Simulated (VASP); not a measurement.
Output of a VASP run:

File OSZICAR:
```
       N       E                     dE             d eps       ncg     rms          rms(c)
DAV:   1     0.187125771601E+03    0.18713E+03   -0.88619E+03  3648   0.161E+03
DAV:   2    -0.813449096408E+01   -0.19526E+03   -0.18964E+03  3664   0.469E+02
DAV:   3    -0.284038383585E+02   -0.20269E+02   -0.19949E+02  5822   0.137E+02
DAV:   4    -0.295570894205E+02   -0.11533E+01   -0.11480E+01  5002   0.276E+01
DAV:   5    -0.295933167578E+02   -0.36227E-01   -0.36222E-01  5390   0.431E+00    0.167E+01
DAV:   6    -0.243050765344E+02    0.52882E+01   -0.24758E+01  4736   0.597E+01    0.335E+00
DAV:   7    -0.244191119939E+02   -0.11404E+00   -0.25276E+00  4442   0.170E+01    0.340E+00
DAV:   8    -0.244254350835E+02   -0.63231E-02   -0.83471E-02  4962   0.275E+00    0.160E+00
DAV:   9    -0.244310376614E+02   -0.56026E-02   -0.25147E-02  4242   0.227E+00    0.135E-01
DAV:  10    -0.244310928929E+02   -0.55232E-04   -0.22938E-03  5232   0.544E-01    0.926E-02
DAV:  11    -0.244311520073E+02   -0.59114E-04   -0.15300E-04  4424   0.151E-01    0.543E-02
DAV:  12    -0.244311490582E+02    0.29491E-05   -0.47806E-05  4512   0.787E-02    0.311E-02
DAV:  13    -0.244311470597E+02    0.19986E-05   -0.32624E-06  3972   0.201E-02    0.117E-02
DAV:  14    -0.244311467658E+02    0.29388E-06   -0.14612E-06  3444   0.169E-02
   1 F= -.24431147E+02 E0= -.24430579E+02  d E =-.113652E-02  mag=    -0.0000     0.0000    -0.0000
       N       E                     dE             ncg
```

OUTCAR:
```
------------------------ aborting loop because EDIFF is reached ----------------------------------------
  FORCE on cell =-STRESS in cart. coord.  units (eV):
  Direction    XX          YY          ZZ          XY          YZ          ZX
  --------------------------------------------------------------------------------------
  Total        0.0282805      0.0282805     -0.0067599     -0.0000000      0.0000000      0.0000000
  in kB        1.7641528      1.7641528     -0.4216875     -0.0000000      0.0000000      0.0000000
  external PRESSURE =       1.0355393 kB  Pullay stress =       0.0000000 kB
  volume of cell :       25.68
      direct lattice vectors                 reciprocal lattice vectors
     1.515507291 -2.624935654  0.000000000     0.329922530 -0.190480860  0.000000000
     1.515507291  2.624935654  0.000000000     0.329922530  0.190480860  0.000000000
     0.000000000  0.000000000  3.228155247     0.000000000  0.000000000  0.309774445
 POSITION                                       TOTAL-FORCE (eV/Angst)
 -----------------------------------------------------------------------------------
      0.00000      0.00000      0.00000         0.000000     -0.000000     -0.000000
      1.51551      0.87498      1.61408        -0.000000      0.000000     -0.000000
      1.51551     -0.87498      1.61408         0.000000     -0.000000      0.000000
 -----------------------------------------------------------------------------------
    total drift:                                0.000000     -0.000000      0.000000
  FREE ENERGIE OF THE ION-ELECTRON SYSTEM (eV)
  ---------------------------------------------------
  free  energy   TOTEN  =       -24.4311467658 eV

  energy  without entropy=      -24.4300102462  energy(sigma->0) =      -24.43057851

 Ion:    1  E_soc:     -0.0107347

 Ion:    2  E_soc:     -0.0000085

 Ion:    3  E_soc:     -0.0000085
```
(Selected blocks of OUTCAR.)

**POSCAR**
```
TiB2
1
    1.5155072911    -2.6249356539     0.0000000000
    1.5155072911     2.6249356539     0.0000000000
    0.0000000000     0.0000000000     3.2281552472
Ti B
1 2
Direct
  0.0000000000   0.0000000000   0.0000000000
  0.3333330000   0.6666670000   0.5000000000
  0.6666670000   0.3333330000   0.5000000000
```

### Question
Reconstruct the remaining input files.

### Answer
Several could match; the one computed here: the input of the run itself, PBE GGA with spin-orbit coupling, plane waves, VASP's PBE PAW potentials (set 64).

### INCAR
```
ALGO = Normal
EDIFF = 1E-6
ENCUT = 520
GGA = PE
GGA_COMPAT = F
ISMEAR = 0
LASPH = T
LCHARG = F
LMAXMIX = 4
LREAL = F
LSORBIT = T
LWAVE = F
MAGMOM = 9*0
NELM = 100
PREC = Accurate
SIGMA = 0.05
SYSTEM = TiB2
```

KPOINTS:
```
K-points
0
Gamma
 10 10 9
```

### KPOINTS_OPT
```
k-points along high-symmetry lines
5
Line-mode
Reciprocal
  0.000000   0.000000   0.000000 ! GAMMA
 -0.000000   0.500000   0.000000 ! M

 -0.000000   0.500000   0.000000 ! M
 -0.333333   0.666667   0.000000 ! K

 -0.333333   0.666667   0.000000 ! K
  0.000000   0.000000   0.000000 ! GAMMA

  0.000000   0.000000   0.000000 ! GAMMA
  0.000000   0.000000   0.500000 ! A

  0.000000   0.000000   0.500000 ! A
 -0.000000   0.500000   0.500000 ! L

 -0.000000   0.500000   0.500000 ! L
 -0.333333   0.666667   0.500000 ! H

 -0.333333   0.666667   0.500000 ! H
  0.000000   0.000000   0.500000 ! A

 -0.000000   0.500000   0.500000 ! L
 -0.000000   0.500000   0.000000 ! M

 -0.333333   0.666667   0.500000 ! H
 -0.333333   0.666667   0.000000 ! K
```

POTCAR, in this order: Ti_sv B (PBE.64 set). Program: vasp_ncl.

The compound is TiB2 in the AlB2 type structure. It was relaxed first.
